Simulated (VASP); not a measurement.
## HoBi2IO4: a series over U

What does DFT+U do to HoBi2IO4? The start is a cell from a database of measured crystal structures.

Main program and level: VASP 6.6.1; PBEsol, spin-polarised from a ferromagnetic start (one magnetic atom a cell); plane waves and PAW (Bi_d, Ho, I, O), in the first sound run; inputs show where later runs differ.

### Step 1. The structure

The structure is tetragonal, space group P4/mmm (No. 123). Conventional cell: a = 3.897 Å, b = 3.897 Å, c = 9.559 Å, α = 90.00°, β = 90.00°, γ = 90.00°. Bi has 4 O at 2.24 Å and 4 I at 3.60 Å nearest. Ho has 8 O at 2.37 Å nearest. I has 8 Bi at 3.60 Å nearest. Nearest to O lie 2 Bi at 2.24 Å and 2 Ho at 2.37 Å. Farther neighbours and most contacts between anions are not listed.

Structure file:

```xyz
8
Lattice="3.8975 0.0000 0.0000 0.0000 3.8975 0.0000 0.0000 0.0000 9.5590" Properties=species:S:1:pos:R:3 pbc="T T T"
Bi    1.9487    1.9487    2.4700
Bi    1.9487    1.9487    7.0890
Ho    0.0000    0.0000    0.0000
I     0.0000    0.0000    4.7795
O     0.0000    1.9487    1.3574
O     1.9487    0.0000    1.3574
O     0.0000    1.9487    8.2016
O     1.9487    0.0000    8.2016
```

### Step 2. Series over U, U 0, J 0

U penalises partly filled orbitals; repeating the run over U shows how far moments and gap depend on it.

INCAR

```
SYSTEM = HoBi2IO4
PREC = Normal
ENCUT = 480
EDIFF = 1E-06
NELM = 150
ISMEAR = 0
SIGMA = 0.05
LREAL = .FALSE.
ALGO = Normal
GGA = PS
NBANDS = 48
ISPIN = 2
MAGMOM = 0 0 4 0 0 0 0 0
LASPH = .TRUE.
LMAXMIX = 6
AMIX = 0.2
BMIX = 1E-04
AMIX_MAG = 0.8
BMIX_MAG = 1E-04
LORBIT = 11
LWAVE = .FALSE.
LCHARG = .FALSE.
KPAR = 2
NEDOS = 1200
```

POSCAR

```
HoBi2IO4
1.0
    3.8975000000      0.0000000000      0.0000000000
    0.0000000000      3.8975000000      0.0000000000
    0.0000000000      0.0000000000      9.5590000000
Bi Ho I O
2 1 1 4
Direct
    0.5000000000      0.5000000000      0.2584000000
    0.5000000000      0.5000000000      0.7416000000
    0.0000000000      0.0000000000      0.0000000000
    0.0000000000      0.0000000000      0.5000000000
    0.0000000000      0.5000000000      0.1420000000
    0.5000000000      0.0000000000      0.1420000000
    0.0000000000      0.5000000000      0.8580000000
    0.5000000000      0.0000000000      0.8580000000
```

KPOINTS

```
Automatic mesh
0
Gamma
5 5 2
0 0 0
```

PAW data sets: Bi_d, Ho, I and O (PBE family, release 64).

The run is started by

```bash
mpirun -np 2 vasp_std
```

Output:

```text
[banner, memory and clock lines left out]
running    2 mpi-ranks, on    1 nodes
 distrk:  each k-point on    1 cores,    2 groups
 distr:  one band on    1 cores,    1 groups

 POSCAR found type information on POSCAR BiHoI O
 POSCAR found :  4 types and       8 ions
|                                                                             |
|               ----> ADVICE to this user running VASP <----                  |
|                                                                             |
|     You enforced a specific xc type in the INCAR file but a different       |
|     [... a line on the potential file left out ...]
|     I HOPE YOU KNOW WHAT YOU ARE DOING!                                     |
|                                                                             |

 LDA part: xc-table for (Slater+PW92), standard interpolation
 POSCAR, INCAR and KPOINTS ok, starting setup
 FFT: planning ... GRIDC
 FFT: planning ... GRID_SOFT
 FFT: planning ... GRID
 WAVECAR not read
 entering main loop
       N       E                     dE             d eps       ncg     rms          rms(c)
DAV:   1     0.915082755524E+03    0.91508E+03   -0.36065E+04  3504   0.649E+03
DAV:   2     0.111636859613E+03   -0.80345E+03   -0.77027E+03  3472   0.111E+03
DAV:   3    -0.461041800419E+02   -0.15774E+03   -0.14958E+03  3464   0.275E+02
DAV:   4    -0.590327063936E+02   -0.12929E+02   -0.12780E+02  3488   0.752E+01
DAV:   5    -0.613456983378E+02   -0.23130E+01   -0.22884E+01  4496   0.228E+01    0.470E+01
DAV:   6    -0.529724135789E+02    0.83733E+01   -0.22988E+01  4352   0.687E+01    0.729E+01
DAV:   7    -0.536706879404E+02   -0.69827E+00   -0.58622E+00  3232   0.158E+01    0.431E+01
DAV:   8    -0.533611447525E+02    0.30954E+00   -0.13346E+00  4320   0.334E+01    0.441E+01
DAV:   9    -0.534305331612E+02   -0.69388E-01   -0.14409E+00  4032   0.164E+01    0.359E+01
DAV:  10    -0.529713719785E+02    0.45916E+00   -0.69641E-01  3744   0.331E+01    0.341E+01
DAV:  11    -0.531688196109E+02   -0.19745E+00   -0.28723E-01  3760   0.889E+00    0.344E+01
DAV:  12    -0.532456669176E+02   -0.76847E-01   -0.55990E-02  4000   0.116E+01    0.355E+01
DAV:  13    -0.532147154346E+02    0.30951E-01   -0.37887E-02  3808   0.103E+01    0.388E+01
DAV:  14    -0.532238263469E+02   -0.91109E-02   -0.92748E-02  4176   0.407E+00    0.423E+01
DAV:  15    -0.532243114945E+02   -0.48515E-03   -0.10558E-02  4048   0.403E+00    0.446E+01
DAV:  16    -0.532242467540E+02    0.64741E-04   -0.23487E-03  4160   0.462E-01    0.445E+01
DAV:  17    -0.532178186042E+02    0.64281E-02   -0.23959E-03  3672   0.272E+00    0.449E+01
DAV:  18    -0.532176376340E+02    0.18097E-03   -0.34444E-04  3984   0.139E-01    0.449E+01
DAV:  19    -0.532174157138E+02    0.22192E-03   -0.65040E-05  3656   0.597E-02    0.449E+01
DAV:  20    -0.532195598918E+02   -0.21442E-02   -0.78707E-04  3584   0.900E-01    0.467E+01
DAV:  21    -0.532093635441E+02    0.10196E-01   -0.28620E-03  3712   0.104E+00    0.429E+01
DAV:  22    -0.532007981211E+02    0.85654E-02   -0.51485E-03  3712   0.837E-01    0.384E+01
DAV:  23    -0.532005839744E+02    0.21415E-03   -0.70209E-04  3584   0.272E-01    0.395E+01
DAV:  24    -0.531978906442E+02    0.26933E-02   -0.14049E-02  3784   0.396E+00    0.304E+01
DAV:  25    -0.531927316384E+02    0.51590E-02   -0.13222E-02  3992   0.121E+00    0.245E+01
DAV:  26    -0.531888853093E+02    0.38463E-02   -0.12928E-02  3976   0.206E+00    0.126E+01
DAV:  27    -0.531888199759E+02    0.65333E-04   -0.27670E-03  3968   0.779E-01    0.126E+01
DAV:  28    -0.531874876797E+02    0.13323E-02   -0.20132E-03  4096   0.127E+00    0.134E+01
DAV:  29    -0.531821286464E+02    0.53590E-02   -0.21939E-02  3632   0.210E+00    0.153E+00
DAV:  30    -0.531822528599E+02   -0.12421E-03   -0.53484E-03  3984   0.542E-01    0.974E-01
DAV:  31    -0.531823356125E+02   -0.82753E-04   -0.10757E-03  4368   0.290E-01    0.227E+00
DAV:  32    -0.531823518261E+02   -0.16214E-04   -0.20948E-04  4064   0.137E-01    0.142E+00
DAV:  33    -0.531823144738E+02    0.37352E-04   -0.18323E-04  3744   0.309E-01    0.223E+00
DAV:  34    -0.531823570626E+02   -0.42589E-04   -0.32415E-04  3608   0.295E-01    0.479E-01
DAV:  35    -0.531823669516E+02   -0.98890E-05   -0.38793E-05  3696   0.904E-02    0.315E-01
DAV:  36    -0.531823756868E+02   -0.87352E-05   -0.11059E-05  3128   0.853E-02    0.142E-01
DAV:  37    -0.531823751153E+02    0.57149E-06   -0.11422E-05  3168   0.919E-02    0.819E-02
DAV:  38    -0.531823754635E+02   -0.34813E-06   -0.26557E-06  2000   0.267E-02
   1 F= -.53182375E+02 E0= -.53182375E+02  d E =-.309122E-13  mag=     4.0000
```

Elapsed: 4.1 min, on 2 MPI ranks of Intel Xeon Platinum 8375C at 2.90GHz (Ice Lake), shared host; peak memory 0.57 GiB.

The logs omit lines about the potential files and the build; timing stands in the text.

Parts of OUTCAR (step 2):

```text
ion  position               nearest neighbor table
   1  0.500  0.500  0.258-   5 2.24   6 2.24   6 2.24   5 2.24   4 3.60   4 3.60   4 3.60   4 3.60
                             3 3.70   3 3.70   3 3.70   3 3.70
   2  0.500  0.500  0.742-   7 2.24   8 2.24   8 2.24   7 2.24   4 3.60   4 3.60   4 3.60   4 3.60
                             3 3.70   3 3.70   3 3.70   3 3.70
   3  0.000  0.000  0.000-   5 2.37   6 2.37   7 2.37   8 2.37   5 2.37   7 2.37   6 2.37   8 2.37
                             1 3.70   2 3.70   1 3.70   2 3.70   1 3.70   2 3.70   1 3.70   2 3.70
   4  0.000  0.000  0.500-   1 3.60   2 3.60   1 3.60   2 3.60   1 3.60   2 3.60   1 3.60   2 3.60

  LATTYP: Found a simple tetragonal cell.
 ALAT       =     3.8975000000
 C/A-ratio  =     2.4525978191

 Subroutine GETGRP returns: Found 16 space group operations
 (whereof 16 operations were pure point group operations)

The static configuration has the point symmetry D_4h.

 Found     12 irreducible k-points:

   k-points           NKPTS =     12   k-points in BZ     NKDIM =     12   number of bands    NBANDS=     48

   dimension x,y,z NGX =    24 NGY =   24 NGZ =   54
   dimension x,y,z NGXF=    48 NGYF=   48 NGZF=  108

   ENCUT  =  480.0 eV  35.28 Ry    5.94 a.u.   6.96  6.96 17.08*2*pi/ulx,y,z

   NELECT =      82.0000    total number of electrons

 k-points in reciprocal lattice and weights: Automatic mesh
   0.00000000  0.00000000  0.00000000       0.020
   0.20000000  0.00000000  0.00000000       0.080
   0.40000000  0.00000000  0.00000000       0.080
   0.20000000  0.20000000  0.00000000       0.080
   0.40000000  0.20000000  0.00000000       0.160
   0.40000000  0.40000000  0.00000000       0.080
   0.00000000  0.00000000  0.50000000       0.020
   0.20000000  0.00000000  0.50000000       0.080
   0.40000000  0.00000000  0.50000000       0.080
   0.20000000  0.20000000  0.50000000       0.080
   0.40000000  0.20000000  0.50000000       0.160
   0.40000000  0.40000000  0.50000000       0.080

 average (electrostatic) potential at core
       1-105.1236       2-105.1236       3 -35.3627       4 -89.8514       5 -69.0991
       6 -69.0991       7 -69.0991       8 -69.0991

 E-fermi :   5.6927

 spin component 1
 k-point     1 :       0.0000    0.0000    0.0000
  band No.  band energies     occupation
    ...
     39       4.0048      1.00000
     40       4.0125      1.00000
     41       4.3117      1.00000
     42       4.3117      1.00000
     43       4.3958      1.00000
     44       6.2121      0.00000
     45       8.3409      0.00000
     46       9.6808      0.00000
     47       9.6808      0.00000
     48       9.8779      0.00000

 k-point     2 :       0.2000    0.0000    0.0000
  band No.  band energies     occupation
    ...
     39       3.7790      1.00000
     40       3.8032      1.00000
     41       3.9720      1.00000
     42       4.4605      1.00000
     43       4.4920      1.00000
     44       7.5973      0.00000
     45       8.0067      0.00000
     46       9.1539      0.00000
     47       9.9496      0.00000
     48      10.2879      0.00000

 k-point     3 :       0.4000    0.0000    0.0000
  band No.  band energies     occupation
    ...
     39       3.5864      1.00000
     40       3.7509      1.00000
     41       4.2021      1.00000
     42       4.3651      1.00000
     43       4.7454      1.00000
     44       7.8522      0.00000
     45       8.9156      0.00000
     46       9.3363      0.00000
     47       9.6796      0.00000
     48      10.4756      0.00000

 k-point     4 :       0.2000    0.2000    0.0000
  band No.  band energies     occupation
    ...
     39       3.5294      1.00000
     40       3.9734      1.00000
     41       4.0055      1.00000
     42       4.2527      1.00000
     43       4.2593      1.00000
     44       7.8570      0.00000
     45       8.4647      0.00000
     46       8.9900      0.00000
     47       9.1091      0.00000
     48      10.1732      0.00000

 k-point     5 :       0.4000    0.2000    0.0000
  band No.  band energies     occupation
    ...
     39       3.4924      1.00000
     40       3.7070      1.00000
     41       3.7331      1.00000
     42       4.0195      1.00000
     43       4.0323      1.00000
     44       8.0141      0.00000
     45       8.9370      0.00000
     46       8.9792      0.00000
     47       9.5738      0.00000
     48       9.8932      0.00000

 k-point     6 :       0.4000    0.4000    0.0000
  band No.  band energies     occupation
    ...
     39       3.4620      1.00000
     40       3.5098      1.00000
     41       3.5873      1.00000
     42       3.7464      1.00000
     43       4.4821      1.00000
     44       8.0859      0.00000
     45       8.2053      0.00000
     46       8.3103      0.00000
     47       9.0940      0.00000
     48       9.5799      0.00000

  Total       -0.9157436     -0.9157436     -0.8735234      0.0000000      0.0000000      0.0000000
  in kB      -10.1041496    -10.1041496     -9.6382998      0.0000000      0.0000000      0.0000000
  external PRESSURE =      -9.9488663 kB  Pullay stress =       0.0000000 kB

  energy-cutoff  :      480.00
  volume of cell :      145.21
      direct lattice vectors                 reciprocal lattice vectors
     3.897500000  0.000000000  0.000000000     0.256574727  0.000000000  0.000000000
     0.000000000  3.897500000  0.000000000     0.000000000  0.256574727  0.000000000
     0.000000000  0.000000000  9.559000000     0.000000000  0.000000000  0.104613453

 POSITION                                       TOTAL-FORCE (eV/Angst)
 -----------------------------------------------------------------------------------
      1.94875      1.94875      2.47005        -0.000000     -0.000000     -0.112274
      1.94875      1.94875      7.08895         0.000000     -0.000000      0.112274
      0.00000      0.00000      0.00000        -0.000000      0.000000      0.000000
      0.00000      0.00000      4.77950        -0.000000      0.000000      0.000000
      0.00000      1.94875      1.35738        -0.000000      0.000000      0.092301
      1.94875      0.00000      1.35738        -0.000000      0.000000      0.092301
      0.00000      1.94875      8.20162        -0.000000      0.000000     -0.092301
      1.94875      0.00000      8.20162        -0.000000      0.000000     -0.092301
 -----------------------------------------------------------------------------------
    total drift:                                0.000000     -0.000000      0.000000

  FREE ENERGIE OF THE ION-ELECTRON SYSTEM (eV)
  ---------------------------------------------------
  free  energy   TOTEN  =       -53.1823754635 eV

  energy  without entropy=      -53.1823754635  energy(sigma->0) =      -53.18237546

 total charge
# of ion       s       p       d       f       tot
--------------------------------------------------
    1        1.591   0.964  10.032   0.000  12.587
    2        1.591   0.964  10.032   0.000  12.587
    3        2.058   5.779   0.436  10.095  18.368
    4        1.507   2.788   0.013   0.000   4.308
    5        1.570   3.425   0.000   0.000   4.995
    6        1.570   3.425   0.000   0.000   4.995
    7        1.570   3.425   0.000   0.000   4.995
    8        1.570   3.425   0.000   0.000   4.995
--------------------------------------------------
tot         13.029  24.194  20.512  10.095  67.830

 magnetization (x)
# of ion       s       p       d       f       tot
--------------------------------------------------
    1        0.001  -0.001   0.000   0.000  -0.000
    2        0.001  -0.001   0.000   0.000  -0.000
    3        0.001  -0.027   0.012   3.840   3.826
    4        0.000   0.002  -0.000   0.000   0.002
    5        0.001   0.023   0.000   0.000   0.024
    6        0.001   0.023   0.000   0.000   0.024
    7        0.001   0.023   0.000   0.000   0.024
    8        0.001   0.023   0.000   0.000   0.024
--------------------------------------------------
tot          0.006   0.065   0.012   3.840   3.923

[... 6 further parts left out ...]
```

The cell holds one magnetic atom, so no antiferromagnetic order fits into it. The gap is read on the k-mesh alone, so it is an upper bound where the band edges lie off the mesh. Without U or exact exchange the f electrons of Ho come out too delocalised, which can shrink the cell and pin f bands at the Fermi level. The PAW data sets were made with PBE, which is usual practice but a small mismatch for other functionals.

A gap read on the k-mesh alone can miss the band edges.

Numbers from this step:

```yaml
electronic_cycles: 38
electrons: 82
free_energy_toten: -53.1824 eV
fermi_energy: 5.693 eV
moment_of_the_cell_from_the_last_line_of_the_log: 4 μB
labelled_metallic_from_the_levels_on_this_mesh: no
gap_on_the_k_mesh: 0.6413 eV
least_direct_gap_on_the_k_mesh: 0.6700 eV
```

Spin moment in the PAW sphere by atom:

| atom | spin moment in the PAW sphere (μB) |
| --- | --- |
| Bi1 | 0.00 |
| Bi2 | 0.00 |
| Ho3 | 3.83 |
| I4 | 0.00 |
| O5 | 0.02 |
| O6 | 0.02 |
| O7 | 0.02 |
| O8 | 0.02 |

Force by atom:

| atom | x (eV/Å) | y (eV/Å) | z (eV/Å) | size |
| --- | --- | --- | --- | --- |
| Bi1 | 0.000 | 0.000 | -0.112 | 0.112 |
| Bi2 | 0.000 | 0.000 | 0.112 | 0.112 |
| Ho3 | 0.000 | 0.000 | 0.000 | 0.000 |
| I4 | 0.000 | 0.000 | 0.000 | 0.000 |
| O5 | 0.000 | 0.000 | 0.092 | 0.092 |
| O6 | 0.000 | 0.000 | 0.092 | 0.092 |
| O7 | 0.000 | 0.000 | -0.092 | 0.092 |
| O8 | 0.000 | 0.000 | -0.092 | 0.092 |

Energy at zero smearing: -53.18238 eV.

(Part 1 of 3 ends here.)

[Lines on the potential files, build, host, timing and source positions are cut from VASP's logs without a mark.]

[Logs are printed without paths, hosts, clocks, repeated set-up lines and the standing remarks that a program may print on its own settings, such as how far it seeks lower states.]

[Hosts, paths, dates, database ids (printed as entryN), source tags and the programs' standing remarks are cut or masked in the printed files.]

[In band tables of VASP the shares of atoms and orbitals are scaled to a sum of 1 inside the atoms' spheres.]

[Runs that stopped without an error message from VASP are left out.]
